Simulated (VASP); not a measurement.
Given:

```xyz
6
Lattice="1.7774 -3.0785 0.0000 1.7774 3.0785 0.0000 0.0000 0.0000 14.9174" Properties=species:S:1:pos:R:3 pbc="T T T"
Te     1.7774     1.0262    13.0285
Te     1.7774    -1.0262     5.5699
Te     1.7774    -1.0262     1.8888
Te     1.7774     1.0262     9.3475
Mo     1.7774     1.0262     3.7293
Mo     1.7774    -1.0262    11.1880
```

Calculation: AM05 GGA, VASP's PBE PAW potentials (set 64) (plane waves; VASP). Settings: 520 eV cut-off, 7×7×2 Γ-centred mesh, Gaussian smearing of 0.050 eV, potentials Te Mo_sv.

Without a dispersion term in the relaxation, distances and binding between the weakly bound layers, chains or molecules are unreliable, and so is what depends on them.

**Question.** The ions and cell shape at fixed volume are relaxed. Give the cell that the relaxation ends in.

**Answer.** 
```xyz
6
Lattice="1.7448 -3.0221 0.0000 1.7448 3.0221 0.0000 0.0000 0.0000 15.4791" Properties=species:S:1:pos:R:3 pbc="T T T"
Te     1.7448     1.0074    13.4121
Te     1.7448    -1.0074     5.6725
Te     1.7448    -1.0074     2.0670
Te     1.7448     1.0074     9.8066
Mo     1.7448     1.0074     3.8698
Mo     1.7448    -1.0074    11.6093
```
Space group P6_3/mmc (194), at a tolerance of 0.03 Å.

**Question.** How much energy does the relaxation gain?

**Answer.** The energy (σ→0) changes by -24.4 meV/atom, in 7 ionic steps.

The compound is MoTe2 in the 2H layered structure. This cell is one point of a volume scan, at 1.06 of the reference volume. Symmetry was kept, so distortions that lower it aren't found.
